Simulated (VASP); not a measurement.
# MnHg (P4/mmm) in VASP: a series of runs

The runs below take MnHg through single point, with r2SCAN.

Everything below comes from runs of VASP 6.6.1. Logs are shortened: lines on timing, memory, paths and dates and some standing lists are left out, and cuts for length are marked.

## Step 1: The crystal as given

The structure is tetragonal, space group P4/mmm (No. 123). Conventional cell: a = 3.288 Å, b = 3.288 Å, c = 3.313 Å, α = 90.00°, β = 90.00°, γ = 90.00°. Hg (site symmetry 4/mmm) has 8 Mn at 2.85 Å as nearest neighbours. Mn (site symmetry 4/mmm) has 8 Hg at 2.85 Å as nearest neighbours.

## Step 2: Single point, r2SCAN, collinear spin, ferromagnetic start

Input file INCAR:

```
  PREC = Accurate
  ENCUT = 600
  EDIFF = 1E-6
  ISMEAR = 1
  SIGMA = 0.2
  LREAL = F
  LASPH = T
  NELM = 100
  ALGO = Normal
  ISIF = 2
  LWAVE = F
  LCHARG = F
  ISPIN = 2
  MAGMOM = 0 4
  LORBIT = 11
  LMAXMIX = 4
  METAGGA = R2SCAN
  LMIXTAU = T
  NBANDS = 24
  ADDGRID = F
```

Input file KPOINTS:

```
Automatic mesh
0
Gamma
  4 4 4
```

Input file POSCAR:

```
MnHg
1.0
    3.2880000000      0.0000000000      0.0000000000
    0.0000000000      3.2880000000      0.0000000000
    0.0000000000      0.0000000000      3.3130000000
Hg Mn
1 1
Direct
    0.0037350000      0.0043450000     -0.0026990000
    0.4987650000      0.4794400000      0.4654080000
```

Potentials or basis: VASP PAW PBE potentials, release 64 (Hg, Mn_pv).

Command:

```bash
> cat potpaw_PBE.64/Hg/POTCAR potpaw_PBE.64/Mn_pv/POTCAR > POTCAR
> mpirun -np 1 vasp_std > vasp.out
```

OUTCAR:

```text
PREC = Accurate
   ENCUT = 600
   EDIFF = 1E-6
   ISMEAR = 1
   LREAL = F
   LASPH = T
   NELM = 100
   ISIF = 2
   ISPIN = 2
   LORBIT = 11
   METAGGA = R2SCAN

 Found     36 irreducible k-points:

 Following reciprocal coordinates:
            Coordinates               Weight
  0.000000  0.000000  0.000000      1.000000
  0.250000  0.000000  0.000000      2.000000
  0.000000  0.250000  0.000000      2.000000
  0.500000  0.000000  0.000000      1.000000
  0.000000  0.500000  0.000000      1.000000
  0.250000  0.250000  0.000000      2.000000
   k-points           NKPTS =     36   k-points in BZ     NKDIM =     36   number of bands    NBANDS=     24
   number of dos      NEDOS =    301   number of ions     NIONS =      2
   total plane-waves  NPLWV =  21952
   dimension x,y,z NGX =    28 NGY =   28 NGZ =   28
   dimension x,y,z NGXF=    56 NGYF=   56 NGZF=   56
   ions per type =               1   1
   NGX,Y,Z   is equivalent  to a cutoff of  14.16, 14.16, 14.05 a.u.
   NGXF,Y,Z  is equivalent  to a cutoff of  28.31, 28.31, 28.10 a.u.
 SYSTEM =  unknown system
   PREC   = accura    normal or accurate (medium, high low for compatibility)
   ISTART =      0    job   : 0-new  1-cont  2-samecut
   ICHARG =      2    charge: 1-file 2-atom 10-const
   ISPIN  =      2    spin polarized calculation?
   LNONCOLLINEAR =      F non collinear calculations
   LSORBIT =      F    spin-orbit coupling
   LASPH  =      T    aspherical Exc in radial PAW
   ENCUT  =  600.0 eV  44.10 Ry    6.64 a.u.   6.57  6.57  6.62*2*pi/ulx,y,z
   NELM   =    100;   NELMIN=  2; NELMDL= -5     # of ELM steps
   EDIFF  = 0.1E-05   stopping-criterion for ELM
   LREAL  =      F    real-space projection
   EDIFFG = 0.1E-04   stopping-criterion for IOM
   NSW    =      0    number of steps for IOM
   IBRION =     -1    ionic relax: 0-MD 1-quasi-New 2-CG
   NFREE  =      0    steps in history (QN), initial steepest desc. (CG)
   ISIF   =      2    stress and relaxation
   ISYM   =      2    0-nonsym 1-usesym 2-fastsym
   POTIM  = 0.5000    time-step for ionic-motion
   TEBEG  =    0.0;   TEEND  =   0.0 temperature during run
   PSTRESS=    0.0 pullay stress
   NELECT =      25.0000    total number of electrons
   NUPDOWN=      -1.0000    fix difference up-down
   EMIN   =  10.00;   EMAX   =-10.00  energy-range for DOS
   EFERMI =   0.00;   METHOD = LEGACY
   ISMEAR =     1;   SIGMA  =   0.20  broadening in eV -4-tet -1-fermi 0-gaus
   EFERMI_NEDOS =   21; number of points for ismear=-14 and -15
   IALGO  =     38    algorithm
   IMIX   =      4    mixing-type and parameters
     AMIX     =   0.40;   BMIX     =  1.00
     AMIX_MAG =   1.60;   BMIX_MAG =  1.00
  volume/ion in A,a.u.               =      17.91       120.85
  Fermi-wavevector in a.u.,A,eV,Ry     =   1.452200  2.744260 28.693127  2.108885
  Thomas-Fermi vector in A             =   2.569610
   LORBIT       =     11    0 simple, 1 ext, 2 COOP (PROOUT), +10 PAW based schemes
   METAGGA = R2SCAN    functional components
   LHFCALC =     F    Hartree Fock is set to
   AEXX    =    0.0000 exact exchange contribution
   IVDW    =     0    specifies the selected vdW correction
   LEPSILON=     F    determine dielectric tensor
   LRPA    =     F    only Hartree local field effects (RPA)
 spin polarized calculation
 Methfessel and Paxton  Order N= 1 SIGMA  =   0.20
  energy-cutoff  :      600.00
  volume of cell :       35.82
 maximum number of plane-waves:      1215
 NGX is ok and might be reduce to    28
   NGX = 13   NGY = 13   NGZ = 13

 number of electron      25.0000012 magnetization       3.7110530

 Free energy of the ion-electron system (eV)
  ---------------------------------------------------
  ext. energy  EPLUGINS =         0.00000000
  ---------------------------------------------------
  free energy    TOTEN  =       -63.90249984 eV

  energy without entropy =      -63.91021949  energy(sigma->0) =      -63.90507305

 E-fermi :   5.8872     XC(G=0): -12.7398

 val. band max:        5.7518540774   @ k =  -0.2500  -0.2500   0.2500
 cond. band min:       6.0120276082   @ k =   0.5000   0.5000   0.5000
 fundamental gap:      0.2601735308
 Fermi energy:         5.8872000907

 spin component 1

 k-point     1 :       0.0000    0.0000    0.0000
  band No.  band energies     occupation
      1     -46.8344      1.00000
      2     -46.8285      1.00000
      3     -46.8278      1.00000
      4      -4.4569      1.00000
      5      -3.1472      1.00000
      6      -3.1260      1.00000
[... 16 lines left out ...]
     23      23.7130      0.00000
     24      27.6455      0.00000
[... 112 lines left out ...]
      2     -46.8362      1.00000
      3     -46.8332      1.00000
      4      -3.0878      1.00000
      5      -2.7260      1.00000
      6      -2.3746      1.00000
[... 16 lines left out ...]
     23      23.1544      0.00000
     24      23.5710      0.00000

 [... further k-points ...]

 spin component 2

 k-point     1 :       0.0000    0.0000    0.0000
  band No.  band energies     occupation
      1     -41.4647      1.00000
      2     -41.4610      1.00000
      3     -41.4583      1.00000
      4      -4.6323      1.00000
      5      -3.2042      1.00000
      6      -3.1829      1.00000
[... 16 lines left out ...]
     23      23.6497      0.00000
     24      29.0338      0.00000
[... 112 lines left out ...]
      2     -41.4704      1.00000
      3     -41.4616      1.00000
      4      -3.2140      1.00000
      5      -2.7237      1.00000
      6      -2.4458      1.00000
[... 16 lines left out ...]
     23      23.9137      0.00000
     24      24.4542      0.00000

 [... further k-points ...]

------------------------ aborting loop because EDIFF is reached ----------------------------------------

  FORCE on cell =-STRESS in cart. coord.  units (eV):
  Direction    XX          YY          ZZ          XY          YZ          ZX
  --------------------------------------------------------------------------------------
  -------------------------------------------------------------------------------------
  Total        0.1364903      0.0735410      0.0182986      0.0211372      0.1416566      0.0298952
  in kB        6.1055854      3.2896927      0.8185484      0.9455259      6.3366905      1.3372940
  external PRESSURE =       3.4046089 kB  Pullay stress =       0.0000000 kB

 VOLUME and BASIS-vectors are now :
 -----------------------------------------------------------------------------
  energy-cutoff  :      600.00
  volume of cell :       35.82
      direct lattice vectors                 reciprocal lattice vectors
     3.288000000  0.000000000  0.000000000     0.304136253  0.000000000  0.000000000
     0.000000000  3.288000000  0.000000000     0.000000000  0.304136253  0.000000000
     0.000000000  0.000000000  3.313000000     0.000000000  0.000000000  0.301841232

 POSITION                                       TOTAL-FORCE (eV/Angst)
 -----------------------------------------------------------------------------------
      0.01228      0.01429      3.30406        -0.055331     -0.266913     -0.343674
      1.63994      1.57640      1.54190         0.055331      0.266913      0.343674
 -----------------------------------------------------------------------------------
    total drift:                                0.001421      0.001091     -0.006671

  FREE ENERGIE OF THE ION-ELECTRON SYSTEM (eV)
  ---------------------------------------------------
  free  energy   TOTEN  =       -63.9024998351 eV

  energy  without entropy=      -63.9102194882  energy(sigma->0) =      -63.90507305

 total charge

# of ion       s       p       d       tot
------------------------------------------
    1        0.812   0.559   9.253  10.625
    2        0.264   6.175   4.989  11.429
--------------------------------------------------
tot          1.077   6.734  14.243  22.054

 magnetization (x)

# of ion       s       p       d       tot
------------------------------------------
    1       -0.071  -0.123   0.041  -0.154
    2        0.025  -0.001   3.846   3.870
--------------------------------------------------
tot         -0.046  -0.124   3.887   3.717
```

OSZICAR:

```text
N       E                     dE             d eps       ncg     rms          rms(c)
DAV:   1     0.198831866067E+03    0.19883E+03   -0.15224E+04  3472   0.133E+03
DAV:   2    -0.616186443332E+02   -0.26045E+03   -0.24751E+03  3600   0.375E+02
DAV:   3    -0.704273946407E+02   -0.88088E+01   -0.87707E+01  3944   0.778E+01
DAV:   4    -0.704945041011E+02   -0.67109E-01   -0.67103E-01  3952   0.640E+00
DAV:   5    -0.704954815452E+02   -0.97744E-03   -0.97740E-03  4224   0.723E-01    0.110E+01
DAV:   6    -0.639827344674E+02    0.65127E+01   -0.12327E+01  3888   0.328E+01    0.110E+01
DAV:   7    -0.638729285886E+02    0.10981E+00   -0.17933E+00  3704   0.122E+01    0.600E+00
DAV:   8    -0.638799591734E+02   -0.70306E-02   -0.79900E-02  3960   0.242E+00    0.316E+00
DAV:   9    -0.638992816765E+02   -0.19323E-01   -0.34291E-02  3808   0.132E+00    0.707E-01
DAV:  10    -0.639020982531E+02   -0.28166E-02   -0.54240E-03  4096   0.732E-01    0.252E-01
DAV:  11    -0.639022384249E+02   -0.14017E-03   -0.10544E-03  3904   0.261E-01    0.130E-01
DAV:  12    -0.639024967544E+02   -0.25833E-03   -0.37003E-04  3968   0.132E-01    0.756E-02
DAV:  13    -0.639024973542E+02   -0.59975E-06   -0.44257E-05  3920   0.478E-02    0.211E-02
DAV:  14    -0.639025007973E+02   -0.34431E-05   -0.94963E-06  3872   0.270E-02    0.105E-02
DAV:  15    -0.639024998351E+02    0.96222E-06   -0.39049E-06  3648   0.149E-02
   1 F= -.63902500E+02 E0= -.63905073E+02  d E =0.771965E-02  mag=     3.7110
```

It took 4.1 min on 1 thread of Intel Xeon Platinum 8259CL at 2.50GHz (Skylake/Cascade Lake), shared host; peak memory 0.22 GiB.

These settings aren't checked as converged: the numbers below hold their error.

Results:

* Free energy: -63.9025 eV
* Pressure: 0.3 GPa
* Largest force: 0.439 eV/Å
* Band gap on the k mesh: none (metal or under the smearing width)
* Net moment: 3.71 μB per cell
* Site moments: Hg -0.15; Mn +3.87 μB
* Valence electrons inside the program's atomic spheres: Hg 10.62; Mn 11.43

Caveat: the k mesh is coarse (spacing up to 0.48 Å⁻¹), so the values aren't converged; the PAW data sets were made with another functional, which shifts forces and pressure a little.

## Step 3: Single point, r2SCAN, collinear spin, ferromagnetic start

Changes to INCAR since step 2:

```diff
@@ -1,3 +1,3 @@
   PREC = Accurate
-  ENCUT = 600
+  ENCUT = 400
   EDIFF = 1E-6
```

Input file KPOINTS:

```
Automatic mesh
0
Gamma
  5 5 5
```

Input file POSCAR:

```
MnHg
1.0
    3.2880000000      0.0000000000      0.0000000000
    0.0000000000      3.2880000000      0.0000000000
    0.0000000000      0.0000000000      3.3130000000
Hg Mn
1 1
Direct
    0.0000000000      0.0000000000      0.0000000000
    0.5000000000      0.5000000000      0.5000000000
```

Potentials or basis: VASP PAW PBE potentials, release 64 (Hg, Mn_pv).

Command:

```bash
> cat potpaw_PBE.64/Hg/POTCAR potpaw_PBE.64/Mn_pv/POTCAR > POTCAR
> mpirun -np 1 vasp_std > vasp.out
```

Wall time 65 s (1 thread of Intel Xeon Platinum 8259CL at 2.50GHz (Skylake/Cascade Lake), shared host); peak memory 0.16 GiB.

These settings aren't checked as converged: the numbers below hold their error.

What came out:

- Free energy: -64.0131 eV
- Pressure: 2.9 GPa
- Band gap on the k mesh: none (metal or under the smearing width)
- Net moment: 4.21 μB per cell
- Site moments: Hg -0.05; Mn +4.12 μB
- Valence electrons inside the program's atomic spheres: Hg 10.64; Mn 11.39

Caveat: the k mesh is coarse (spacing up to 0.38 Å⁻¹), so the values aren't converged; the PAW data sets were made with another functional, which shifts forces and pressure a little.

## Step 4: Single point, r2SCAN, collinear spin, ferromagnetic start

INCAR is that of step 3.

KPOINTS is that of step 3.

Input file POSCAR:

```
MnHg
1.0
    3.2880000000      0.0000000000      0.0000000000
    0.0000000000      3.2880000000      0.0000000000
    0.0000000000      0.0000000000      3.3130000000
Hg Mn
1 1
Direct
    0.0037350000      0.0043450000     -0.0026990000
    0.4987650000      0.4794400000      0.4654080000
```

Command:

```bash
> cat potpaw_PBE.64/Hg/POTCAR potpaw_PBE.64/Mn_pv/POTCAR > POTCAR
> mpirun -np 1 vasp_std > vasp.out
```

Run time: 3.2 min. Hardware: 1 thread of Intel Xeon Platinum 8259CL at 2.50GHz (Skylake/Cascade Lake), shared host; peak memory 0.2 GiB.

These settings aren't checked as converged: the numbers below hold their error.

Results:

```yaml
Free_energy: -63.9833 eV
Pressure: 3.4 GPa
Largest_force: 0.444 eV/Å
Band_gap_on_the_k_mesh: none (metal or under the smearing width)
Net_moment: 4.19 μB per cell
Site_moments: Hg -0.05; Mn +4.11 μB
Valence_electrons_inside_the_program's_atomic_spheres: Hg 10.64; Mn 11.40
```

Caveat: the k mesh is coarse (spacing up to 0.38 Å⁻¹), so the values aren't converged; the PAW data sets were made with another functional, which shifts forces and pressure a little.

## Step 5: Single point, r2SCAN, collinear spin, ferromagnetic start

Changes to INCAR since step 4:

```diff
@@ -4,3 +4,3 @@
   ISMEAR = 1
-  SIGMA = 0.2
+  SIGMA = 0.4
   LREAL = F
```

KPOINTS is that of step 4.

Input file POSCAR:

```
MnHg
1.0
    3.2880000000      0.0000000000      0.0000000000
    0.0000000000      3.2880000000      0.0000000000
    0.0000000000      0.0000000000      3.3130000000
Hg Mn
1 1
Direct
    0.0000000000      0.0000000000      0.0000000000
    0.5000000000      0.5000000000      0.5000000000
```

Command:

```bash
> cat potpaw_PBE.64/Hg/POTCAR potpaw_PBE.64/Mn_pv/POTCAR > POTCAR
> mpirun -np 1 vasp_std > vasp.out
```

It took 61 s on 1 thread of Intel Xeon Platinum 8259CL at 2.50GHz (Skylake/Cascade Lake), shared host; peak memory 0.17 GiB.

The run converged, but some of its settings lie outside the range that counts as converged, so its numbers aren't taken as properties of the crystal.

Results:

```
Free energy                                           : -64.0284 eV
Pressure                                              : 2.9 GPa
Band gap on the k mesh                                : none (metal or under the smearing width)
Net moment                                            : 4.22 μB per cell
Site moments                                          : Hg -0.05; Mn +4.12 μB
Valence electrons inside the program's atomic spheres : Hg 10.64; Mn 11.39
```

Caveat: the k mesh is coarse (spacing up to 0.38 Å⁻¹), so the values aren't converged; the PAW data sets were made with another functional, which shifts forces and pressure a little.

(Part 1 of 2 ends here.)
